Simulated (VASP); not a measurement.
Ca3ZrN3:

```xyz
7
Lattice="5.7194 0.0000 0.0000 -2.8597 4.9532 0.0000 0.0000 0.0000 4.1795" Properties=species:S:1:pos:R:3 pbc="T T T"
Ca    2.8597    0.0000    0.0000
Ca   -1.4299    2.4766    0.0000
Ca    1.4299    2.4766    0.0000
Zr    0.0000    0.0000    0.0000
N     2.8597    0.0000    2.0898
N    -1.4299    2.4766    2.0898
N     1.4299    2.4766    2.0898
```

The cell was built by a generator and needn't be a form met in nature.

| Property | Result |
| --- | --- |
| Program | VASP 6.6.1 |
| Task | relaxation of cell and atoms |
| Functional | PBE |
| Potentials or basis | VASP PAW PBE potentials, release 64 (Ca_sv, Zr_sv, N) |
| Cutoff | 520 eV |
| k mesh | 3 × 3 × 4 |
| Occupations | gaussian, width 0.15 eV |
| Spin | no spin polarisation |

At the start: pressure 20.9 GPa; volume 16.91 Å³/atom.

**Question.** Where does the relaxation end?

**Answer.** Over 9 steps the energy falls by 420.7 meV/atom and the volume is 25.58 Å³/atom (+51.2 %); space group P6/mmm (No. 191, to 0.05 Å).

The path:
| step | energy change (eV) | largest force (eV/Å) | pressure (GPa) | volume (Å³) |
| --- | --- | --- | --- | --- |
| 1 | 0.0000 | 0.0000 | 20.90 | 118.40 |
| 2 | -2.1420 | 0.0000 | -0.71 | 160.39 |
| 3 | -2.1441 | 0.0000 | 0.43 | 157.41 |
| 4 | -2.8283 | 0.0000 | 0.27 | 169.57 |
| 5 | -2.9149 | 0.0000 | 0.08 | 173.33 |
| 6 | -2.9334 | 0.0000 | -0.29 | 180.59 |
| 7 | -2.9439 | 0.0000 | -0.26 | 177.09 |
| 8 | -2.9452 | 0.0000 | -0.25 | 177.46 |
| 9 | -2.9451 | 0.0000 | -0.28 | 179.03 |

Final structure:
```cif
data_structure
_symmetry_space_group_name_H-M 'P 1'
_symmetry_Int_Tables_number 1
_cell_length_a 7.0024
_cell_length_b 7.0024
_cell_length_c 4.2161
_cell_angle_alpha 90.000
_cell_angle_beta 90.000
_cell_angle_gamma 120.000
_cell_volume 179.03
loop_
_atom_site_label
_atom_site_type_symbol
_atom_site_fract_x
_atom_site_fract_y
_atom_site_fract_z
_atom_site_occupancy
Ca1 Ca 0.50000 0.00000 0.00000 1
Ca2 Ca 0.00000 0.50000 0.00000 1
Ca3 Ca 0.50000 0.50000 0.00000 1
Zr1 Zr 0.00000 0.00000 0.00000 1
N1 N 0.50000 0.00000 0.50000 1
N2 N 0.00000 0.50000 0.50000 1
N3 N 0.50000 0.50000 0.50000 1
```

Caveat: the k mesh is coarse (spacing up to 0.42 Å⁻¹), so the values aren't converged; the volume moved by over 15 % at a fixed basis, so the end points are rough; the relaxation stopped at a loose force limit of 0.08 eV/Å, so its end isn't a converged minimum.
